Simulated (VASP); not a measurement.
Calculation: r2SCAN meta-GGA, VASP's PBE PAW potentials (set 64) (plane waves; VASP).

VASP ran on this input.

File POSCAR:
```
MgI2
1.0
  2.0626361214  -3.6039368675   0.0000000000
  2.1169302750   3.6352836155   0.0000000000
  0.0000000000   0.0000000000   7.1545389860
Mg I
1 2
Cart
  0.0000000000   0.0000000000   0.0000000000
  2.0988322419   1.2222125342   1.6658624747
  2.0807341545  -1.1908657862   5.4886765113
```

KPOINTS:
```
kpoints
0
G
  6 6 4
0 0 0
```

INCAR:
```
# general
SYSTEM  = MgI2
PREC    = Accurate
ENCUT   = 480
LREAL   = F
LASPH   = T

# electronic loop
EDIFF   = 1E-7   # SCF stop (eV)
NELM    = 100
ALGO    = Normal
LMAXMIX = 4   # l cut-off of mixed one-centre charges
LMIXTAU = T

# smearing
ISMEAR  = 0
SIGMA   = 0.05   # width (eV)

# functional
METAGGA = R2SCAN

# ions
ISIF    = 2   # forces and stress, cell fixed

# output
LWAVE   = F
LCHARG  = F
```

POTCAR, in this order: Mg I (PBE.64 set). Program: vasp_std.

Q: What does the run give for the energy per atom (σ→0)?

A: 
- energy per atom (σ→0): -18.978 eV/atom

File OSZICAR:
```
...
DAV:  16    -0.569345095423E+02   -0.39243E-04   -0.76735E-05  2044   0.109E-01    0.230E-02
DAV:  17    -0.569344725114E+02    0.37031E-04   -0.98609E-06  2128   0.373E-02    0.175E-02
DAV:  18    -0.569345236621E+02   -0.51151E-04   -0.18692E-05  1940   0.527E-02    0.141E-02
DAV:  19    -0.569345171045E+02    0.65576E-05   -0.47911E-06  2016   0.245E-02    0.515E-03
DAV:  20    -0.569345255321E+02   -0.84276E-05   -0.36614E-06  1928   0.241E-02    0.458E-03
DAV:  21    -0.569345258252E+02   -0.29316E-06   -0.10723E-07  1748   0.349E-03    0.506E-03
DAV:  22    -0.569345258481E+02   -0.22931E-07   -0.10166E-08  1280   0.920E-04
   1 F= -.56934526E+02 E0= -.56934526E+02  d E =-.359468E-11
```

The compound is MgI2 in the 1T layered structure. This cell was strained or had an atom moved on purpose.
